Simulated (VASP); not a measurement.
VASP ran on this input.

**KPOINTS**
```
Automatic mesh
0
Gamma
5 5 3
0 0 0
```

### POSCAR
```
CdSe
1
    2.1930000000    -3.7983870000     0.0000000000
    2.1930000000     3.7983870000     0.0000000000
    0.0000000000     0.0000000000     7.1502000000
Cd Se
2 2
Direct
  0.6666670000   0.3333330000   0.5000000000
  0.3333330000   0.6666670000   0.0000000000
  0.6666670000   0.3333330000   0.8760000000
  0.3333330000   0.6666670000   0.3760000000
```

**INCAR**
```
SYSTEM = CdSe
PREC = Accurate
ENCUT = 520
EDIFF = 1E-6
NELM = 60
ALGO = Normal
LREAL = .FALSE.
LASPH = .TRUE.
ISMEAR = 0
SIGMA = 0.05
GGA = PE
LMAXMIX = 4
LWAVE = .FALSE.
LCHARG = .FALSE.
ISIF = 2
```

POTCAR, in this order: Se Cd (PBE.64 set). Program: vasp_std.

Question: What happens when VASP runs on this input?

Answer: There is a fault: POTCAR lists the elements in another order than POSCAR. The run ends without an error. Against the sound run, the pressure is nearly the same.

**standard output**
```
 POSCAR found type information on POSCAR CdSe
 POSCAR found :  2 types and       4 ions
 Reading from existing POTCAR
 Reading from existing POTCAR
 WARNING: type information on POSCAR and POTCAR are incompatible
 POTCAR overwrites the type information in POSCAR
 typ   1 type information:  Cd Se
 WARNING: type information on POSCAR and POTCAR are incompatible
 POTCAR overwrites the type information in POSCAR
 typ   2 type information:  Se Cd
 LDA part: xc-table for (Slater+PW92), standard interpolation
 POSCAR, INCAR and KPOINTS ok, starting setup
 WAVECAR not read
 entering main loop
       N       E                     dE             d eps       ncg     rms          rms(c)
DAV:   1     0.244735198736E+03    0.24474E+03   -0.16956E+04   440   0.145E+03
DAV:   2     0.214337806281E+01   -0.24259E+03   -0.23775E+03   476   0.347E+02
DAV:   3    -0.116285615984E+02   -0.13772E+02   -0.13721E+02   524   0.821E+01
DAV:   4    -0.117549646162E+02   -0.12640E+00   -0.12635E+00   470   0.767E+00
DAV:   5    -0.117560766606E+02   -0.11120E-02   -0.11120E-02   554   0.673E-01    0.815E+00
DAV:   6    -0.110119369428E+02    0.74414E+00   -0.16979E+00   518   0.125E+01    0.643E+00
DAV:   7    -0.109805920807E+02    0.31345E-01   -0.56981E-01   500   0.414E+00    0.262E+00
DAV:   8    -0.109797731126E+02    0.81897E-03   -0.59977E-02   470   0.269E+00    0.357E-01
DAV:   9    -0.109796091439E+02    0.16397E-03   -0.94634E-03   506   0.121E+00    0.116E-01
DAV:  10    -0.109797710105E+02   -0.16187E-03   -0.10132E-03   488   0.375E-01    0.792E-02
DAV:  11    -0.109798971460E+02   -0.12614E-03   -0.31763E-04   500   0.121E-01    0.236E-02
DAV:  12    -0.109798664851E+02    0.30661E-04   -0.13922E-04   542   0.118E-01    0.745E-03
DAV:  13    -0.109798701770E+02   -0.36919E-05   -0.19235E-05   446   0.259E-02    0.844E-03
DAV:  14    -0.109798697928E+02    0.38415E-06   -0.11206E-06   388   0.635E-03
   1 F= -.10979870E+02 E0= -.10979870E+02  d E =-.750908E-14
```

File OUTCAR:
```
------------------------ aborting loop because EDIFF is reached ----------------------------------------
  FORCE on cell =-STRESS in cart. coord.  units (eV):
  Direction    XX          YY          ZZ          XY          YZ          ZX
  --------------------------------------------------------------------------------------
  Total        0.1733076      0.1733075      0.1689779      0.0000000      0.0000000      0.0000000
  in kB        2.3309991      2.3309986      2.2727649      0.0000000      0.0000000      0.0000000
  external PRESSURE =       2.3115875 kB  Pullay stress =       0.0000000 kB
  volume of cell :      119.12
      direct lattice vectors                 reciprocal lattice vectors
     2.193000000 -3.798387000  0.000000000     0.227998176 -0.131634823  0.000000000
     2.193000000  3.798387000  0.000000000     0.227998176  0.131634823  0.000000000
     0.000000000  0.000000000  7.150200000     0.000000000  0.000000000  0.139856228
  FREE ENERGIE OF THE ION-ELECTRON SYSTEM (eV)
  ---------------------------------------------------
  free  energy   TOTEN  =       -10.9798697928 eV

  energy  without entropy=      -10.9798697928  energy(sigma->0) =      -10.97986979
```
(Selected blocks of OUTCAR.)

To mend it, use POTCAR Cd Se of the PBE.64 set.

The mended run (PBE GGA, plane waves, VASP's PBE PAW potentials (set 64)) converges, and its OSZICAR ends with
```
   1 F= -.10979885E+02 E0= -.10979885E+02  d E =-.750631E-14
```

The compound is CdSe in the wurtzite structure. The cell was not relaxed at this level.
